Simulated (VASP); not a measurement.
# Which magnetic order does FeGe take?, part 5 of 6

Is FeGe a ferromagnet or an antiferromagnet at this level? The start is a cell from a database of measured crystal structures.

VASP 6.6.1, plane waves and PAW; the level of theory is named at each step.

So far, largest spin moment in the PAW sphere (μB): step 2 (relax in the ferromagnetic state, PBE, DFT+U) 2.61; step 4 (magnetic order, start order AFM 1, signs ++--) 2.69. The relaxed cell has a = 4.839 Å (conventional setting).

The database entry behind the starting cell differs from later determinations by our own check (about 0.2 % short), so it need not match the best structure at ambient conditions.

## (5) Magnetic order, start order ferri 2, signs +++-

Level of this step: PBE, DFT+U (Fe d 3 eV), spin-polarised, from moments of both signs; plane waves and PAW (Ge, Fe) (VASP).

Contents of INCAR:

```
SYSTEM = FeGe
PREC = Normal
ENCUT = 350
EDIFF = 1E-06
NELM = 150
ISMEAR = 0
SIGMA = 0.05
LREAL = .FALSE.
ALGO = Normal
GGA = PE
NBANDS = 38
ISPIN = 2
MAGMOM = 0 0 0 0 3 3 3 -3
LDAU = .TRUE.
LDAUTYPE = 2
LDAUL = -1 2
LDAUU = 0 3
LDAUJ = 0 0
LDAUPRINT = 1
LASPH = .TRUE.
LMAXMIX = 4
LORBIT = 11
LWAVE = .FALSE.
LCHARG = .FALSE.
AMIX = 0.2
BMIX = 1E-04
AMIX_MAG = 0.8
BMIX_MAG = 1E-04
```

Contents of POSCAR:

```
FeGe
1.0
    4.8390549350      0.0000000000      0.0000000000
    0.0000000000      4.8390549350      0.0000000000
    0.0000000000      0.0000000000      4.8390549350
Ge Fe
4 4
Direct
    0.1547948861      0.3452051139      0.6547948861
    0.3452051139      0.6547948861      0.1547948861
    0.6547948861      0.1547948861      0.3452051139
    0.8452051139      0.8452051139      0.8452051139
    0.8669156897      0.6330843103      0.3669156897
    0.6330843103      0.3669156897      0.8669156897
    0.3669156897      0.8669156897      0.6330843103
    0.1330843103      0.1330843103      0.1330843103
```

Contents of KPOINTS:

```
Automatic mesh
0
Gamma
4 4 4
0 0 0
```

Potentials, in the order of the species: Ge and Fe (PBE family, release 64).

Run with:

```
mpirun -np 1 vasp_std
```

Log:

```text
[... set-up lines as in an earlier step ...]
 entering main loop
       N       E                     dE             d eps       ncg     rms          rms(c)
DAV:   1     0.285804544397E+03    0.28580E+03   -0.14883E+04  2128   0.973E+02
DAV:   2    -0.226337022312E+02   -0.30844E+03   -0.29223E+03  2128   0.270E+02
DAV:   3    -0.446686978833E+02   -0.22035E+02   -0.20679E+02  2488   0.881E+01
DAV:   4    -0.454247692783E+02   -0.75607E+00   -0.74340E+00  2704   0.148E+01
[...]
DAV:  31    -0.411563817566E+02   -0.16660E-05   -0.95598E-06  1856   0.187E-02    0.274E-03
DAV:  32    -0.411563830164E+02   -0.12598E-05   -0.94357E-06  1712   0.190E-02    0.239E-03
DAV:  33    -0.411563839647E+02   -0.94834E-06   -0.87040E-06  1810   0.158E-02
   1 F= -.41156384E+02 E0= -.41154357E+02  d E =-.405479E-02  mag=     4.5087
```

Run time: 69 s. Hardware: 1 MPI rank of Intel Xeon 6975P-C (Granite Rapids), shared host; peak memory 0.18 GiB.

Parts of OUTCAR (step 5):

```text
  Total        0.5195889      0.5195889      0.5195889      0.0115416      0.0115416      0.0115416
  in kB        7.3466402      7.3466402      7.3466402      0.1631902      0.1631902      0.1631902
  external PRESSURE =       7.3466402 kB  Pullay stress =       0.0000000 kB

 POSITION                                       TOTAL-FORCE (eV/Angst)
 -----------------------------------------------------------------------------------
      0.74906      1.67047      3.16859        -0.022845     -0.298941      0.162633
      1.67047      3.16859      0.74906        -0.298941      0.162633     -0.022845
      3.16859      0.74906      1.67047         0.162633     -0.022845     -0.298941
      4.08999      4.08999      4.08999         0.053534      0.053534      0.053534
      4.19505      3.06353      1.77553        -0.065731      0.070239     -0.082276
      3.06353      1.77553      4.19505         0.070239     -0.082276     -0.065731
      1.77553      4.19505      3.06353        -0.082276     -0.065731      0.070239
      0.64400      0.64400      0.64400         0.183387      0.183387      0.183387
 -----------------------------------------------------------------------------------
    total drift:                                0.000081      0.000082      0.000082

  FREE ENERGIE OF THE ION-ELECTRON SYSTEM (eV)
  ---------------------------------------------------
  free  energy   TOTEN  =       -41.1563839647 eV

  energy  without entropy=      -41.1523291706  energy(sigma->0) =      -41.15435657

 magnetization (x)
# of ion       s       p       d       tot
------------------------------------------
    1        0.001  -0.064  -0.008  -0.071
    2        0.001  -0.064  -0.008  -0.071
    3        0.001  -0.064  -0.008  -0.071
    4        0.001  -0.114  -0.006  -0.119
    5        0.016   0.002   2.600   2.617
    6        0.016   0.002   2.600   2.617
    7        0.016   0.002   2.600   2.617
    8       -0.037  -0.050  -2.614  -2.701
--------------------------------------------------
tot          0.015  -0.352   5.156   4.819

[... 1 part as in an earlier step ...]

[... 2 further parts left out ...]
[key lines of the parts left out:]
E-fermi :   6.4174
```

The largest moment at the end is 2.70 μB, and the moments of the cell sum to 4.51 μB.

## (6) Comparing the runs

Times are for 1 MPI rank of Intel Xeon 6975P-C (Granite Rapids), shared host. The runs compared:

| no. | start order | energy at zero smearing (eV) | moment of the cell, from the last line of the log (μB) | time | memory (GiB) |
| --- | --- | --- | --- | --- | --- |
| 1 | fm | -41.16 | 9.158 | 46 s | 0.17 |
| 2 | afm 1 | -41.18 | 0 | 2 min | 0.22 |
| 3 | ferri 2 | -41.15 | 4.509 | 69 s | 0.18 |

## (7) No spin polarisation

This step: PBE, DFT+U (Fe d 3 eV), no spin polarisation; plane waves and PAW (Ge, Fe) (VASP 6.6.1).

A run without spin shows what magnetism as such gains.

INCAR: that of step 5 with these lines changed.

```diff
@@ -10,5 +10,3 @@
 GGA = PE
-NBANDS = 38
-ISPIN = 2
-MAGMOM = 0 0 0 0 3 3 3 -3
+NBANDS = 32
 LDAU = .TRUE.
```

POSCAR is that of step 5.

KPOINTS is that of step 5.

Run with:

```
mpirun -np 1 vasp_std
```

Log:

```text
[... set-up lines as in an earlier step ...]
 entering main loop
       N       E                     dE             d eps       ncg     rms          rms(c)
DAV:   1     0.291421293301E+03    0.29142E+03   -0.15169E+04   704   0.115E+03
DAV:   2    -0.170476951767E+02   -0.30847E+03   -0.29518E+03   704   0.319E+02
DAV:   3    -0.406812970062E+02   -0.23634E+02   -0.21116E+02   928   0.970E+01
DAV:   4    -0.417790087204E+02   -0.10977E+01   -0.10864E+01   960   0.209E+01
DAV:   5    -0.418238890239E+02   -0.44880E-01   -0.44872E-01   968   0.324E+00    0.213E+01
DAV:   6    -0.386524396160E+02    0.31714E+01   -0.43398E+01  1064   0.683E+01    0.929E+00
DAV:   7    -0.375534110411E+02    0.10990E+01   -0.54137E+00  1088   0.276E+01    0.567E+00
DAV:   8    -0.375931418796E+02   -0.39731E-01   -0.10720E+00   920   0.799E+00    0.232E+00
DAV:   9    -0.377048910954E+02   -0.11175E+00   -0.14802E-01   920   0.306E+00    0.155E+00
DAV:  10    -0.378354809885E+02   -0.13059E+00   -0.13764E-01  1120   0.413E+00    0.669E-01
DAV:  11    -0.378468104579E+02   -0.11329E-01   -0.51699E-02   960   0.208E+00    0.366E-01
DAV:  12    -0.378529316305E+02   -0.61212E-02   -0.84471E-03  1024   0.806E-01    0.141E-01
DAV:  13    -0.378532329254E+02   -0.30129E-03   -0.25759E-03   840   0.442E-01    0.597E-02
DAV:  14    -0.378533343991E+02   -0.10147E-03   -0.27854E-04   936   0.166E-01    0.420E-02
DAV:  15    -0.378534695779E+02   -0.13518E-03   -0.14246E-04  1248   0.154E-01    0.302E-02
DAV:  16    -0.378535461504E+02   -0.76573E-04   -0.75129E-05  1048   0.103E-01    0.214E-02
DAV:  17    -0.378535894808E+02   -0.43330E-04   -0.78178E-05  1144   0.108E-01    0.137E-02
DAV:  18    -0.378535983424E+02   -0.88616E-05   -0.35729E-05   752   0.597E-02    0.906E-03
DAV:  19    -0.378536010040E+02   -0.26616E-05   -0.27808E-06   552   0.162E-02    0.400E-03
DAV:  20    -0.378536015420E+02   -0.53802E-06   -0.15586E-06   424   0.124E-02
   1 F= -.37853602E+02 E0= -.37853602E+02  d E =-.305961E-14
```

Wall time 19 s (1 MPI rank); peak memory 0.14 GiB.

OUTCAR, selected parts (step 7):

```text
   k-points           NKPTS =     11   k-points in BZ     NKDIM =     11   number of bands    NBANDS=     32

   NELECT =      48.0000    total number of electrons

atom =   5  type =  2  l = 2

 onsite density matrix

spin component  1

  0.6123  0.0810 -0.1077 -0.0810  0.0244
  0.0810  0.6123  0.0327 -0.0810 -0.1055
 -0.1077  0.0327  0.7014 -0.0750 -0.0000
 -0.0810 -0.0810 -0.0750  0.6123 -0.0811
  0.0244 -0.1055 -0.0000 -0.0811  0.7014

spin component  2

 occupancies and eigenvectors

  o =  0.4565  v =  0.2128  0.4844  0.2426  0.6972  0.4184  0.0000  0.0000  0.0000  0.0000  0.0000      0.0000  0.0000  0.0000  0.0000  0.0000  0.0000  0.0000  0.0000  0.0000  0.0000
  o =  0.4565  v =  0.0000  0.0000  0.0000  0.0000  0.0000  0.2128  0.4844  0.2426  0.6972  0.4184      0.0000  0.0000  0.0000  0.0000  0.0000  0.0000  0.0000  0.0000  0.0000  0.0000
  o =  0.4565  v =  0.0000  0.0000  0.0000  0.0000  0.0000  0.6822 -0.5254  0.4184  0.1568 -0.2426      0.0000  0.0000  0.0000  0.0000  0.0000  0.0000  0.0000  0.0000  0.0000  0.0000
  o =  0.4565  v =  0.6822 -0.5254  0.4184  0.1568 -0.2426  0.0000  0.0000  0.0000  0.0000  0.0000      0.0000  0.0000  0.0000  0.0000  0.0000  0.0000  0.0000  0.0000  0.0000  0.0000
  o =  0.7742  v =  0.5774  0.5774  0.0000 -0.5774  0.0000  0.0000  0.0000  0.0000  0.0000  0.0000      0.0000  0.0000  0.0000  0.0000  0.0000  0.0000  0.0000  0.0000  0.0000  0.0000
  o =  0.7742  v =  0.0000  0.0000  0.0000  0.0000  0.0000  0.5774  0.5774  0.0000 -0.5774  0.0000      0.0000  0.0000  0.0000  0.0000  0.0000  0.0000  0.0000  0.0000  0.0000  0.0000
  o =  0.7761  v = -0.3535  0.0243  0.8504 -0.3292  0.2072  0.0000  0.0000  0.0000  0.0000  0.0000      0.0000  0.0000  0.0000  0.0000  0.0000  0.0000  0.0000  0.0000  0.0000  0.0000
  o =  0.7761  v =  0.0000  0.0000  0.0000  0.0000  0.0000 -0.3535  0.0243  0.8504 -0.3292  0.2072      0.0000  0.0000  0.0000  0.0000  0.0000  0.0000  0.0000  0.0000  0.0000  0.0000
  o =  0.7761  v =  0.0000  0.0000  0.0000  0.0000  0.0000  0.1760 -0.3941 -0.2072 -0.2181  0.8504      0.0000  0.0000  0.0000  0.0000  0.0000  0.0000  0.0000  0.0000  0.0000  0.0000
  o =  0.7761  v =  0.1760 -0.3941 -0.2072 -0.2181  0.8504  0.0000  0.0000  0.0000  0.0000  0.0000      0.0000  0.0000  0.0000  0.0000  0.0000  0.0000  0.0000  0.0000  0.0000  0.0000

atom =   6  type =  2  l = 2

 onsite density matrix

spin component  1

  0.6123 -0.0810 -0.1077  0.0810  0.0244
 -0.0810  0.6123 -0.0327 -0.0810  0.1055
 -0.1077 -0.0327  0.7014  0.0750 -0.0000
  0.0810 -0.0810  0.0750  0.6123  0.0811
  0.0244  0.1055 -0.0000  0.0811  0.7014

spin component  2

 occupancies and eigenvectors

  o =  0.4565  v =  0.0876 -0.5705  0.1640 -0.6580  0.4550  0.0000  0.0000  0.0000  0.0000  0.0000      0.0000  0.0000  0.0000  0.0000  0.0000  0.0000  0.0000  0.0000  0.0000  0.0000
  o =  0.4565  v =  0.0000  0.0000  0.0000  0.0000  0.0000  0.0876 -0.5705  0.1640 -0.6580  0.4550      0.0000  0.0000  0.0000  0.0000  0.0000  0.0000  0.0000  0.0000  0.0000  0.0000
  o =  0.4565  v =  0.0000  0.0000  0.0000  0.0000  0.0000  0.7093  0.4305  0.4550 -0.2788 -0.1640      0.0000  0.0000  0.0000  0.0000  0.0000  0.0000  0.0000  0.0000  0.0000  0.0000
  o =  0.4565  v =  0.7093  0.4305  0.4550 -0.2788 -0.1640  0.0000  0.0000  0.0000  0.0000  0.0000      0.0000  0.0000  0.0000  0.0000  0.0000  0.0000  0.0000  0.0000  0.0000  0.0000
  o =  0.7742  v = -0.5774  0.5774 -0.0000 -0.5774  0.0000  0.0000  0.0000  0.0000  0.0000  0.0000      0.0000  0.0000  0.0000  0.0000  0.0000  0.0000  0.0000  0.0000  0.0000  0.0000
  o =  0.7742  v =  0.0000  0.0000  0.0000  0.0000  0.0000 -0.5774  0.5774 -0.0000 -0.5774  0.0000      0.0000  0.0000  0.0000  0.0000  0.0000  0.0000  0.0000  0.0000  0.0000  0.0000
  o =  0.7761  v = -0.2231 -0.3937  0.3224 -0.1706 -0.8137  0.0000  0.0000  0.0000  0.0000  0.0000      0.0000  0.0000  0.0000  0.0000  0.0000  0.0000  0.0000  0.0000  0.0000  0.0000
[...]
o =  0.7761  v = -0.3837 -0.1110 -0.8752 -0.2727 -0.0137  0.0000  0.0000  0.0000  0.0000  0.0000      0.0000  0.0000  0.0000  0.0000  0.0000  0.0000  0.0000  0.0000  0.0000  0.0000

atom =   8  type =  2  l = 2

 onsite density matrix

spin component  1

  0.6123  0.0810  0.1077  0.0810 -0.0244
  0.0810  0.6123 -0.0327  0.0810  0.1055
  0.1077 -0.0327  0.7014 -0.0750 -0.0000
  0.0810  0.0810 -0.0750  0.6123 -0.0811
 -0.0244  0.1055 -0.0000 -0.0811  0.7014

spin component  2

 occupancies and eigenvectors

  o =  0.4565  v = -0.6468  0.5866  0.3814  0.0603 -0.2974  0.0000  0.0000  0.0000  0.0000  0.0000      0.0000  0.0000  0.0000  0.0000  0.0000  0.0000  0.0000  0.0000  0.0000  0.0000
  o =  0.4565  v =  0.0000  0.0000  0.0000  0.0000  0.0000 -0.6468  0.5866  0.3814  0.0603 -0.2974      0.0000  0.0000  0.0000  0.0000  0.0000  0.0000  0.0000  0.0000  0.0000  0.0000
  o =  0.4565  v =  0.0000  0.0000  0.0000  0.0000  0.0000  0.3039  0.4083 -0.2974 -0.7121 -0.3814      0.0000  0.0000  0.0000  0.0000  0.0000  0.0000  0.0000  0.0000  0.0000  0.0000
  o =  0.4565  v =  0.3039  0.4083 -0.2974 -0.7121 -0.3814  0.0000  0.0000  0.0000  0.0000  0.0000      0.0000  0.0000  0.0000  0.0000  0.0000  0.0000  0.0000  0.0000  0.0000  0.0000
  o =  0.7742  v = -0.5774 -0.5774 -0.0000 -0.5774  0.0000  0.0000  0.0000  0.0000  0.0000  0.0000      0.0000  0.0000  0.0000  0.0000  0.0000  0.0000  0.0000  0.0000  0.0000  0.0000
  o =  0.7742  v =  0.0000  0.0000  0.0000  0.0000  0.0000 -0.5774 -0.5774 -0.0000 -0.5774  0.0000      0.0000  0.0000  0.0000  0.0000  0.0000  0.0000  0.0000  0.0000  0.0000  0.0000
  o =  0.7761  v =  0.3676 -0.0588  0.8653 -0.3088  0.1317  0.0000  0.0000  0.0000  0.0000  0.0000      0.0000  0.0000  0.0000  0.0000  0.0000  0.0000  0.0000  0.0000  0.0000  0.0000
  o =  0.7761  v =  0.0000  0.0000  0.0000  0.0000  0.0000  0.3676 -0.0588  0.8653 -0.3088  0.1317      0.0000  0.0000  0.0000  0.0000  0.0000  0.0000  0.0000  0.0000  0.0000  0.0000
  o =  0.7761  v =  0.0000  0.0000  0.0000  0.0000  0.0000 -0.1443  0.3905 -0.1317 -0.2461  0.8653      0.0000  0.0000  0.0000  0.0000  0.0000  0.0000  0.0000  0.0000  0.0000  0.0000
  o =  0.7761  v = -0.1443  0.3905 -0.1317 -0.2461  0.8653  0.0000  0.0000  0.0000  0.0000  0.0000      0.0000  0.0000  0.0000  0.0000  0.0000  0.0000  0.0000  0.0000  0.0000  0.0000

 E-fermi :   5.8458

 k-point     1 :       0.0000    0.0000    0.0000
  band No.  band energies     occupation
    ...
     20       5.2829      2.00000
     21       5.2829      2.00000
     22       5.2829      2.00000
     23       5.3201      2.00000
     24       5.3201      2.00000
     25       6.2010      0.00000
     26       6.2010      0.00000
     27       6.2011      0.00000
     28       7.3104      0.00000
     29       7.3104      0.00000
    ...

 k-point     2 :       0.2500    0.0000    0.0000
  band No.  band energies     occupation
    ...
     20       4.9835      2.00000
     21       5.0015      2.00000
     22       5.2388      2.00000
     23       5.3206      2.00000
     24       5.5771      2.00000
     25       6.1204      0.00000
     26       6.1811      0.00000
     27       6.6437      0.00000
     28       6.9826      0.00000
     29       7.2348      0.00000
    ...

  Total      -13.0933665    -13.0933665    -13.0933665      0.0000000     -0.0000000     -0.0000000
  in kB     -185.1314699   -185.1314699   -185.1314699      0.0000000     -0.0000000     -0.0000000
  external PRESSURE =    -185.1314699 kB  Pullay stress =       0.0000000 kB

 POSITION                                       TOTAL-FORCE (eV/Angst)
 -----------------------------------------------------------------------------------
      0.74906      1.67047      3.16859         0.365017     -0.365017      0.365017
      1.67047      3.16859      0.74906        -0.365017      0.365017      0.365017
      3.16859      0.74906      1.67047         0.365017      0.365017     -0.365017
      4.08999      4.08999      4.08999        -0.365017     -0.365017     -0.365017
      4.19505      3.06353      1.77553         0.109918     -0.109918      0.109918
      3.06353      1.77553      4.19505        -0.109918      0.109918      0.109918
      1.77553      4.19505      3.06353         0.109918      0.109918     -0.109918
      0.64400      0.64400      0.64400        -0.109918     -0.109918     -0.109918
 -----------------------------------------------------------------------------------
    total drift:                                0.000004      0.000004      0.000000

  FREE ENERGIE OF THE ION-ELECTRON SYSTEM (eV)
  ---------------------------------------------------
  free  energy   TOTEN  =       -37.8536015420 eV

  energy  without entropy=      -37.8536015420  energy(sigma->0) =      -37.85360154

[... 8 parts as in an earlier step ...]

[... 7 further parts left out ...]
```

This run has no spin polarisation, so a moment on Fe, if there is one, isn't seen. The gap is read on the k-mesh alone, so it is an upper bound where the band edges lie off the mesh.

A gap read on the k-mesh alone can miss the band edges.

This step gave:

- electronic cycles: 20
- free energy (TOTEN): -37.85 eV
- Fermi energy: 5.846 eV
- labelled metallic, from the levels on this mesh: no
- gap on the k-mesh: 0.5363 eV
- least direct gap on the k-mesh: 0.5433 eV

Force by atom:

| atom | x (eV/Å) | y (eV/Å) | z (eV/Å) | size |
| --- | --- | --- | --- | --- |
| Ge1 | 0.365 | -0.365 | 0.365 | 0.632 |
| Ge2 | -0.365 | 0.365 | 0.365 | 0.632 |
| Ge3 | 0.365 | 0.365 | -0.365 | 0.632 |
| Ge4 | -0.365 | -0.365 | -0.365 | 0.632 |
| Fe5 | 0.110 | -0.110 | 0.110 | 0.190 |
| Fe6 | -0.110 | 0.110 | 0.110 | 0.190 |
| Fe7 | 0.110 | 0.110 | -0.110 | 0.190 |
| Fe8 | -0.110 | -0.110 | -0.110 | 0.190 |

Energy at zero smearing: -37.85360 eV.

## (8) Summary

This step: collinear magnetic orders, PBE, DFT+U (Fe d 3 eV); plane waves and PAW (VASP 6.6.1).

Derived from the runs above.

Numbers from this step:

```yaml
mean_moment_in_the_lowest_run: 2.688 μB
```

Orders, by row:

| order | signs | energy above the lowest (meV/magnetic atom) | total moment (μB) | mean moment on carriers (μB) | gap on the mesh (eV) | signs at the end, of the atoms given a moment |
| --- | --- | --- | --- | --- | --- | --- |
| fm | ++++ | 6.6 | 9.158 | 2.609 | 0 | ++++ |
| afm 1 | ++-- | 0 | 0 | 2.688 | 0 | ++-- |
| ferri 2 | +++- | 7.12 | 4.509 | 2.638 | 0 | +++- |
| nm |  | 832.3 | 0 | 0 | 0.5363 | - |

(Part 5 of 6 ends here.)

[Lines on the potential files, build, host, timing and source positions are cut from VASP's logs without a mark.]

[Logs are printed without paths, hosts, clocks, repeated set-up lines and the standing remarks that a program may print on its own settings, such as how far it seeks lower states.]

[Hosts, paths, dates, database ids (printed as entryN), source tags and the programs' standing remarks are cut or masked in the printed files.]

[In band tables of VASP the shares of atoms and orbitals are scaled to a sum of 1 inside the atoms' spheres.]

[Runs that stopped without an error message from VASP are left out.]
